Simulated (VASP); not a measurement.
Output of a VASP run:

### OSZICAR
```
...
DAV:   7    -0.160451018858E+02   -0.45543E+00   -0.12887E-01  3378   0.238E+00    0.382E+00
DAV:   8    -0.160544761939E+02   -0.93743E-02   -0.63041E-02  3392   0.219E+00    0.297E+00
DAV:   9    -0.140948841088E+02    0.19596E+01   -0.40039E-01  2128   0.564E+00    0.777E-01
DAV:  10    -0.140868038853E+02    0.80802E-02   -0.52845E-02  3324   0.118E+00    0.550E-01
DAV:  11    -0.140111677839E+02    0.75636E-01   -0.12705E-02  2218   0.694E-01    0.458E-01
DAV:  12    -0.139703951601E+02    0.40773E-01   -0.87390E-02  2152   0.185E+00    0.465E-01
DAV:  13    -0.139792703471E+02   -0.88752E-02   -0.20624E-03  4134   0.351E-01    0.532E-01
DAV:  14    -0.140573475897E+02   -0.78077E-01   -0.83273E-02  2128   0.122E+00    0.968E-01
DAV:  15    -0.140578742465E+02   -0.52666E-03   -0.12466E-03  3540   0.248E-01    0.106E+00
DAV:  16    -0.140598054082E+02   -0.19312E-02   -0.18063E-03  2188   0.558E-01    0.763E-01
DAV:  17    -0.140598899239E+02   -0.84516E-04   -0.43453E-05  3730   0.591E-02    0.761E-01
DAV:  18    -0.140619462549E+02   -0.20563E-02   -0.45495E-04  2200   0.136E-01    0.786E-01
DAV:  19    -0.140570900409E+02    0.48562E-02   -0.27154E-03  2200   0.540E-01    0.929E-01
DAV:  20    -0.140574457597E+02   -0.35572E-03   -0.95905E-03  2152   0.122E+00    0.332E-01
DAV:  21    -0.140535447270E+02    0.39010E-02   -0.27764E-02  2152   0.173E+00    0.413E-01
DAV:  22    -0.140231486039E+02    0.30396E-01   -0.78367E-03  2164   0.979E-01    0.388E-01
DAV:  23    -0.140208080260E+02    0.23406E-02   -0.34056E-04  4008   0.208E-01    0.415E-01
DAV:  24    -0.140388747966E+02   -0.18067E-01   -0.27357E-03  2164   0.282E-01    0.417E-01
DAV:  25    -0.140490180656E+02   -0.10143E-01   -0.14234E-02  2230   0.146E+00    0.637E-01
DAV:  26    -0.140468625137E+02    0.21556E-02   -0.83405E-03  2128   0.948E-01    0.439E-01
DAV:  27    -0.140478837318E+02   -0.10212E-02   -0.40799E-03  2248   0.619E-01    0.326E-01
DAV:  28    -0.140450755001E+02    0.28082E-02   -0.34255E-03  2158   0.529E-01    0.271E-01
DAV:  29    -0.140455687872E+02   -0.49329E-03   -0.10201E-03  2638   0.319E-01    0.136E-01
DAV:  30    -0.140458188034E+02   -0.25002E-03   -0.36467E-04  3072   0.210E-01    0.238E-02
DAV:  31    -0.140456608429E+02    0.15796E-03   -0.10195E-04  2254   0.876E-02    0.404E-02
DAV:  32    -0.140456376087E+02    0.23234E-04   -0.16758E-05  2704   0.369E-02    0.363E-02
DAV:  33    -0.140456475488E+02   -0.99401E-05   -0.22336E-05  2422   0.612E-02    0.201E-02
DAV:  34    -0.140456207179E+02    0.26831E-04   -0.93917E-06  3292   0.311E-02    0.135E-02
DAV:  35    -0.140456273360E+02   -0.66181E-05   -0.40719E-06  2332   0.248E-02    0.129E-02
DAV:  36    -0.140456165423E+02    0.10794E-04   -0.43516E-06  2428   0.204E-02    0.871E-03
DAV:  37    -0.140456105122E+02    0.60301E-05   -0.24336E-06  2278   0.178E-02    0.591E-03
DAV:  38    -0.140456118463E+02   -0.13340E-05   -0.54501E-07  1934   0.630E-03    0.510E-03
DAV:  39    -0.140456046797E+02    0.71666E-05   -0.95173E-07  1628   0.891E-03    0.501E-03
DAV:  40    -0.140456005342E+02    0.41454E-05   -0.20266E-06  2272   0.144E-02    0.201E-03
DAV:  41    -0.140455989077E+02    0.16265E-05   -0.31454E-07  1880   0.542E-03    0.122E-03
DAV:  42    -0.140455998122E+02   -0.90448E-06   -0.86793E-08  1472   0.324E-03    0.362E-04
DAV:  43    -0.140455964771E+02    0.33351E-05   -0.14312E-07  1526   0.382E-03    0.406E-04
DAV:  44    -0.140455965741E+02   -0.97050E-07   -0.32760E-08  1178   0.231E-03
   1 F= -.14045597E+02 E0= -.14045597E+02  d E =0.000000E+00
       N       E                     dE             ncg
```

File OUTCAR:
```
------------------------ aborting loop because EDIFF is reached ----------------------------------------
  FORCE on cell =-STRESS in cart. coord.  units (eV):
  Direction    XX          YY          ZZ          XY          YZ          ZX
  --------------------------------------------------------------------------------------
  Total        0.0604575      0.0604574     -0.1722286     -0.0000000     -0.0000000      0.0000000
  in kB        1.1156545      1.1156543     -3.1782286     -0.0000002     -0.0000000      0.0000000
  external PRESSURE =      -0.3156399 kB  Pullay stress =       0.0000000 kB
  volume of cell :       86.82
      direct lattice vectors                 reciprocal lattice vectors
     3.919520823  0.000000005  0.000000000     0.255133228  0.147301286  0.000000000
    -1.959760903  3.394404350  0.000000000    -0.000000000  0.294602498  0.000000000
     0.000000000  0.000000000  6.525806410     0.000000000  0.000000000  0.153237767
 POSITION                                       TOTAL-FORCE (eV/Angst)
 -----------------------------------------------------------------------------------
     -0.00000      2.26294      1.63145         0.000000     -0.000000      0.000000
      1.95976      1.13147      4.89435        -0.000000      0.000000      0.000000
 -----------------------------------------------------------------------------------
    total drift:                               -0.001456      0.000841     -0.000397
  FREE ENERGIE OF THE ION-ELECTRON SYSTEM (eV)
  ---------------------------------------------------
  free  energy   TOTEN  =       -14.0455965741 eV

  energy  without entropy=      -14.0455965741  energy(sigma->0) =      -14.04559657

 total charge

# of ion       s       p       d       tot
------------------------------------------
    1        2.073   5.839   0.139   8.051
    2        2.073   5.839   0.139   8.051
--------------------------------------------------
tot          4.147  11.677   0.277  16.102
```
(Selected blocks of OUTCAR.)

**POSCAR**
```
Ca
1
    3.9195208230     0.0000000049     0.0000000000
   -1.9597609030     3.3944043499    -0.0000000000
   -0.0000000000    -0.0000000000     6.5258064095
Ca
2
Direct
  0.3333330000   0.6666670000   0.2500000000
  0.6666670000   0.3333330000   0.7500000000
```

### Question
Write an INCAR and KPOINTS that could have produced this output.

### Answer
This is not unique; one that fits is the input of the run itself, r2SCAN meta-GGA, plane waves, VASP's PBE PAW potentials (set 64).

### INCAR
```
LMIXTAU = .True.
LREAL = .False.
ENCUT = 400   ! plane-wave cut-off (eV)
LCHARG = .False.
SYSTEM = Ca
LASPH = .True.
NEDOS = 601   ! DOS grid
LORBIT = 11
NELM = 100   ! most electronic steps
ISMEAR = -5   ! tetrahedra, Bloechl
LWAVE = .False.
EDIFF = 1E-7
ALGO = Normal   ! blocked Davidson
PREC = Accurate
ISIF = 2   ! forces and stress, cell fixed
METAGGA = R2SCAN
```

File KPOINTS_OPT:
```
k-points along high-symmetry lines
6
Line-mode
Reciprocal
  0.000000   0.000000   0.000000 ! GAMMA
  0.500000   0.000000   0.000000 ! M

  0.500000   0.000000   0.000000 ! M
  0.333333   0.333333   0.000000 ! K

  0.333333   0.333333   0.000000 ! K
  0.000000   0.000000   0.000000 ! GAMMA

  0.000000   0.000000   0.000000 ! GAMMA
  0.000000   0.000000   0.500000 ! A

  0.000000   0.000000   0.500000 ! A
  0.500000   0.000000   0.500000 ! L

  0.500000   0.000000   0.500000 ! L
  0.333333   0.333333   0.500000 ! H

  0.333333   0.333333   0.500000 ! H
  0.000000   0.000000   0.500000 ! A

  0.500000   0.000000   0.500000 ! L
  0.500000   0.000000   0.000000 ! M

  0.333333   0.333333   0.500000 ! H
  0.333333   0.333333   0.000000 ! K
```

### KPOINTS
```
Automatic mesh
0
Gamma
12 12 7
0 0 0
```

POTCAR, in this order: Ca_sv (PBE.64 set). Program: vasp_std.

For a metal the tetrahedron method with Blöchl corrections gives inexact stress and forces.

The structure was generated: Ca was put into the hcp type (P6_3/mmc), which need not be its known phase. It was relaxed first.
